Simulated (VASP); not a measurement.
**Lattice of BeSnBi2 across functionals and dispersion corrections**

How much does the cell of BeSnBi2 depend on the functional? The levels: PBE, LDA, PBEsol, r2SCAN, PBE + D3(BJ), r2SCAN + D3(BJ) and SCAN + D3. The cell is invented: it takes the structure of a Materials Project entry for SnSb (space group 12 there), with some of its atoms replaced by other elements, volume scaled by an estimate. It may not be a known or stable phase.

Main program and level: VASP 6.6.1; PBE; plane waves and PAW (Bi_d, Sn_d, Be), in the first sound run; inputs show where later runs differ.

Most raw output is cut from this account.

## Step 1: Set-up

Before any relaxation, the start is as follows. It takes space group P2/m (No. 10, monoclinic). The conventional cell has a = 3.159 Å, b = 4.930 Å, c = 5.712 Å, α = 90.00°, β = 90.37°, γ = 90.00°. Nearest to Bi lie 2 Sn at 2.86 Å and 6 Bi at 2.93 to 3.16 Å. Bi has 2 Be at 2.86 Å and 6 Bi at 2.93 to 3.16 Å nearest. Nearest to Sn lie 2 Bi at 2.86 Å and 4 Be at 2.93 Å and 2 Sn at 3.16 Å. Nearest to Be lie 2 Bi at 2.86 Å and 4 Sn at 2.93 Å. It derives from SnSb. it takes the structure of a Materials Project entry for SnSb (space group 12 there), with some of its atoms replaced by other elements, volume scaled by an estimate. Farther neighbours are not listed.

As a file:

```cif
data_structure
_symmetry_space_group_name_H-M 'P 1'
_symmetry_Int_Tables_number 1
_cell_length_a 3.1589
_cell_length_b 4.9305
_cell_length_c 5.7123
_cell_angle_alpha 90.000
_cell_angle_beta 90.366
_cell_angle_gamma 90.000
_cell_volume 88.97
loop_
_atom_site_label
_atom_site_type_symbol
_atom_site_fract_x
_atom_site_fract_y
_atom_site_fract_z
_atom_site_occupancy
Bi1 Bi 0.50000 0.50000 0.50000 1
Bi2 Bi 0.00000 0.00000 0.50000 1
Sn3 Sn 0.50000 0.50000 0.00000 1
Be4 Be 0.00000 0.00000 0.00000 1
```

## Step 2: Relaxation with PBE

The start need not lie at this functional's minimum. ISIF = 3 frees volume, shape and positions, and EDIFFG sets the threshold on forces and stress at which the search stops. PBE, the usual starting point, adds the gradient of the density.

Input file INCAR:

```
SYSTEM = BeSnBi2
PREC = Accurate
ENCUT = 520
EDIFF = 1E-06
NELM = 100
ISMEAR = -1
SIGMA = 0.05
LREAL = .FALSE.
ALGO = Normal
GGA = PE
LORBIT = 11
LWAVE = .FALSE.
LCHARG = .FALSE.
KPAR = 2
IBRION = 2
NSW = 60
ISIF = 3
EDIFFG = -0.01
```

Input file POSCAR:

```
BeSnBi2
1.0
    3.1589480000      0.0000000000      0.0000000000
    0.0000000000      4.9304670000      0.0000000000
   -0.0365280000      0.0000000000      5.7122290000
Bi Sn Be
2 1 1
Direct
    0.5000000000      0.5000000000      0.5000000000
    0.0000000000      0.0000000000      0.5000000000
    0.5000000000      0.5000000000      0.0000000000
    0.0000000000      0.0000000000      0.0000000000
```

Input file KPOINTS:

```
Automatic mesh
0
Gamma
7 5 4
0 0 0
```

PAW data sets: Bi_d, Sn_d and Be (PBE family, release 64).

Launch:

```sh
$ mpirun -np 2 vasp_std
```

Run time: 13 min. Hardware: 2 MPI ranks of AMD EPYC 7R43, shared host; peak memory 0.47 GiB; 24 min of CPU time.

The k-mesh is coarse for a metal. After so large a change of volume the plane waves of the start cell no longer fit, so the final stress carries a basis-set error. The run keeps the 4 symmetry operations of its start, so it cannot find a distortion of lower symmetry.

The steps of the relaxation:

```csv
step,energy less that of the first step (eV),largest force (eV/Å),pressure (GPa),volume (Å³)
1,0.0000,0.0000,18.26,88.97
2,-0.8491,0.0000,-4.68,125.56
3,-1.0989,0.0000,-0.11,110.66
4,-1.0987,0.0000,-0.34,111.12
5,-1.1039,0.0000,-0.22,110.74
6,-1.1044,0.0000,-0.15,110.58
7,-1.1051,0.0000,0.03,110.14
8,-1.1052,0.0000,0.27,109.61
9,-1.1053,0.0000,0.20,109.82
10,-1.1058,0.0000,0.18,109.86
11,-1.1072,0.0000,0.13,109.97
12,-1.1085,0.0000,0.09,110.17
13,-1.1082,0.0000,0.06,110.47
14,-1.1094,0.0000,0.07,110.25
15,-1.1101,0.0000,0.06,110.37
16,-1.1110,0.0000,-0.01,110.56
17,-1.1110,0.0000,-0.05,110.61
18,-1.1116,0.0000,-0.01,110.50
19,-1.1120,0.0000,0.08,110.27
20,-1.1122,0.0000,0.02,110.46
21,-1.1122,0.0000,-0.04,110.59
22,-1.1122,0.0000,-0.03,110.53
```

```csv
cell as run,before,after,change
a (Å),3.159,3.256,+3.1 %
b (Å),4.930,5.583,+13.2 %
c (Å),5.712,6.079,+6.4 %
β (°),90.37,89.96,-0.4 %
volume (Å³/atom),22.24,27.63,+24.2 %
```

The relaxed structure:

```xyz
4
Lattice="3.2564 0.0000 0.0125 0.0000 5.5833 0.0000 -0.0196 0.0000 6.0794" Properties=species:S:1:pos:R:3 pbc="T T T"
Bi    1.6184    2.7916    3.0460
Bi   -0.0098    0.0000    3.0397
Sn    1.6282    2.7916    0.0063
Be    0.0000    0.0000    0.0000
```

Numbers from this step:

| Quantity | Value |
| --- | --- |
| electrons | 46 |
| bands | 27 |
| irreducible k-points | 45 |
| symmetry operations | 4 |
| free energy (TOTEN) | -13.04 eV |
| energy at zero smearing | -13.03 eV |
| Fermi energy | 6.674 eV |
| pressure | -0.03005 GPa |
| metallic | yes |
| SCF cycles over all ionic steps | 158 |

It ends with forces that vanish by symmetry and a pressure of -0.03 GPa.

## Step 3: Relaxation with LDA

This step: LDA; plane waves and PAW (Bi_d, Sn_d, Be); invented cell (VASP 6.6.1).

LDA, the lowest rung, knows the local density alone.

Edit INCAR of step 2 so:

```diff
@@ -9,3 +9,3 @@
 ALGO = Normal
-GGA = PE
+GGA = CA
 LORBIT = 11
```

POSCAR is that of step 2.

KPOINTS is that of step 2.

Launch:

```sh
$ mpirun -np 2 vasp_std
```

Run time: 6.7 min. Hardware: 2 MPI ranks; peak memory 0.4 GiB; 13 min of CPU time.

The PAW data sets were made with PBE, though LDA sets exist; this is a small mismatch.

Relaxation path:

```csv
step,energy less that of the first step (eV),largest force (eV/Å),pressure (GPa),volume (Å³)
1,0.0000,0.0000,13.08,88.97
2,-0.4353,0.0000,-4.86,114.28
3,-0.6128,0.0000,-0.45,103.98
4,-0.6127,0.0000,-0.29,103.66
5,-0.6248,0.0000,0.04,102.97
6,-0.6251,0.0000,0.08,102.85
7,-0.6251,0.0000,0.10,102.83
8,-0.6256,0.0000,-0.02,103.04
9,-0.6257,0.0000,-0.11,103.19
10,-0.6259,0.0000,-0.01,103.00
```

```csv
cell as run,before,after,change
a (Å),3.159,3.320,+5.1 %
b (Å),4.930,5.363,+8.8 %
c (Å),5.712,5.786,+1.3 %
β (°),90.37,90.01,-0.4 %
volume (Å³/atom),22.24,25.75,+15.8 %
```

The relaxed structure:

```xyz
4
Lattice="3.3195 0.0000 0.0107 0.0000 5.3632 0.0000 -0.0196 0.0000 5.7856" Properties=species:S:1:pos:R:3 pbc="T T T"
Bi    1.6499    2.6816    2.8982
Bi   -0.0098    0.0000    2.8928
Sn    1.6597    2.6816    0.0054
Be    0.0000    0.0000    0.0000
```

Numbers from this step:

| Property | Result |
| --- | --- |
| free energy (TOTEN) | -15.68 eV |
| energy at zero smearing | -15.67 eV |
| Fermi energy | 7.06 eV |
| pressure | -0.01068 GPa |
| SCF cycles over all ionic steps | 72 |

It ends at 25.75 Å³/atom, +15.8 % from the start, with -0.01 GPa left.

## Step 4: Relaxation with PBEsol

This step: PBEsol; plane waves and PAW (Bi_d, Sn_d, Be); invented cell (VASP 6.6.1).

PBEsol restores the gradient expansion of exchange and is tuned for the cells of solids.

Edit INCAR of step 3 so:

```diff
@@ -9,3 +9,3 @@
 ALGO = Normal
-GGA = CA
+GGA = PS
 LORBIT = 11
```

POSCAR is that of step 3.

KPOINTS is that of step 3.

Launch:

```sh
$ mpirun -np 2 vasp_std
```

Run time: 15 min. Hardware: 2 MPI ranks; peak memory 0.45 GiB.

The run was stopped at its time limit, by a STOPCAR file.

By then 24 ionic steps had been finished.

More ranks or a longer limit would be the way on, or going on from the last geometry.

## Step 5: Relaxation with r2SCAN

This step: r2SCAN; plane waves and PAW (Bi_d, Sn_d, Be); invented cell (VASP 6.6.1).

r2SCAN adds the kinetic-energy density, costs more than a GGA and is run with LASPH.

Edit INCAR of step 4 so:

```diff
@@ -9,3 +9,4 @@
 ALGO = Normal
-GGA = PS
+METAGGA = R2SCAN
+LASPH = .TRUE.
 LORBIT = 11
```

POSCAR is that of step 4.

KPOINTS is that of step 4.

Launch:

```sh
$ mpirun -np 2 vasp_std
```

It took 16 min on 2 MPI ranks.

The run was stopped at its time limit, by a STOPCAR file.

By then 4 ionic steps had been finished.

More ranks or a longer limit would be the way on, or going on from the last geometry.

## Step 6: Relaxation with PBE + D3(BJ)

This step: PBE with D3(BJ); plane waves and PAW (Bi_d, Sn_d, Be); invented cell (VASP 6.6.1).

A dispersion term adds the long-range attraction that semilocal functionals lack. D3 with Becke-Johnson damping keeps a finite attraction at short range.

Edit INCAR of step 5 so:

```diff
@@ -9,4 +9,4 @@
 ALGO = Normal
-METAGGA = R2SCAN
-LASPH = .TRUE.
+GGA = PE
+IVDW = 12
 LORBIT = 11
```

POSCAR is that of step 5.

KPOINTS is that of step 5.

Launch:

```sh
$ mpirun -np 2 vasp_std
```

Run time: 13 min. Hardware: 2 MPI ranks; peak memory 0.47 GiB; 23 min of CPU time.

Dispersion corrections of this kind ignore metallic screening and tend to overbind metals.

It ends at 26.38 Å³/atom, +18.6 % from the start, with -0.02 GPa left.

## Step 7: Relaxation with r2SCAN + D3(BJ)

This step: r2SCAN with D3(BJ); plane waves and PAW (Bi_d, Sn_d, Be); invented cell (VASP 6.6.1).

Edit INCAR of step 6 so:

```diff
@@ -9,4 +9,9 @@
 ALGO = Normal
-GGA = PE
+METAGGA = R2SCAN
 IVDW = 12
+VDW_S6 = 1
+VDW_S8 = 0.78981345
+VDW_A1 = 0.49484001
+VDW_A2 = 5.73083694
+LASPH = .TRUE.
 LORBIT = 11
```

POSCAR is that of step 6.

KPOINTS is that of step 6.

Launch:

```sh
$ mpirun -np 2 vasp_std
```

It took 16 min on 2 MPI ranks; peak memory 0.48 GiB.

The run was stopped at its time limit, by a STOPCAR file.

By then 3 ionic steps had been finished.

More ranks or a longer limit would be the way on, or going on from the last geometry.

## Step 8: Relaxation with SCAN + D3

This step: SCAN with D3; plane waves and PAW (Bi_d, Sn_d, Be); invented cell (VASP 6.6.1).

SCAN adds the kinetic-energy density; it is numerically more delicate than r2SCAN. D3 makes the C6 coefficients depend on coordination; zero damping switches the term off at short range.

Edit INCAR of step 7 so:

```diff
@@ -9,8 +9,4 @@
 ALGO = Normal
-METAGGA = R2SCAN
-IVDW = 12
-VDW_S6 = 1
-VDW_S8 = 0.78981345
-VDW_A1 = 0.49484001
-VDW_A2 = 5.73083694
+METAGGA = SCAN
+IVDW = 11
 LASPH = .TRUE.
```

POSCAR is that of step 7.

KPOINTS is that of step 7.

Launch:

```sh
$ mpirun -np 2 vasp_std
```

Run time: 4.5 min. Hardware: 2 MPI ranks.

The run was stopped at its time limit, by a STOPCAR file.

More ranks or a longer limit would be the way on.

## Step 9: The cells as a table

This step: relaxed cells at several levels; plane waves and PAW; invented cell (VASP 6.6.1).

Derived from the runs above.

Cost is the wall time of each run times its ranks. Results by level, by row:

```csv
level,volume (Å³/atom),change from the start (%),cost (core minutes)
PBE,27.63,24.2,26.3
LDA,25.75,15.8,13.4
PBE + D3(BJ),26.38,18.6,25.7
```

## Step 10: Outcome

| Item | Value |
| --- | --- |
| volume, PBE | 27.63 Å³/atom |
| volume, LDA | 25.75 Å³/atom |
| volume, PBE + D3(BJ) | 26.38 Å³/atom |

In words: For BeSnBi2 the levels give volumes between 25.75 Å³/atom (LDA) and 27.63 Å³/atom (PBE), a spread of 7.3 %, while the cost of the finished runs spans a factor of 2.0. The costs hold the number of ionic steps as well as the price of the functional. Pairwise corrections of the D and TS kind ignore the screening in a metal, so they may overbind here. Within 0.02 Å all end in space group Pmmm; the runs can't lower the symmetry of the start. The k-sampling is coarse for a metal, so the Fermi level, pressures and the shape of the cell carry errors. Spin-orbit coupling is left out. Not obtained: PBEsol, because the run hit its time limit. Not obtained: r2SCAN, because the run hit its time limit. Not obtained: r2SCAN + D3(BJ), because the run hit its time limit. Not obtained: SCAN + D3, because the run hit its time limit. Each is a single relaxation on the plane waves of the start cell, so larger changes of volume carry a basis-set error that was not tested here. Zero-point and thermal expansion are not included. Nothing here tests the cell against competing phases.

[Lines on the potential files, build, host, timing and source positions are cut from VASP's logs without a mark.]

[Logs are printed without paths, hosts, clocks, repeated set-up lines and the standing remarks that a program may print on its own settings, such as how far it seeks lower states.]

[Hosts, paths, dates, database ids (printed as entryN), source tags and the programs' standing remarks are cut or masked in the printed files.]

[A measured line is paired with the nearest computed mode of its activity, which favours agreement.]
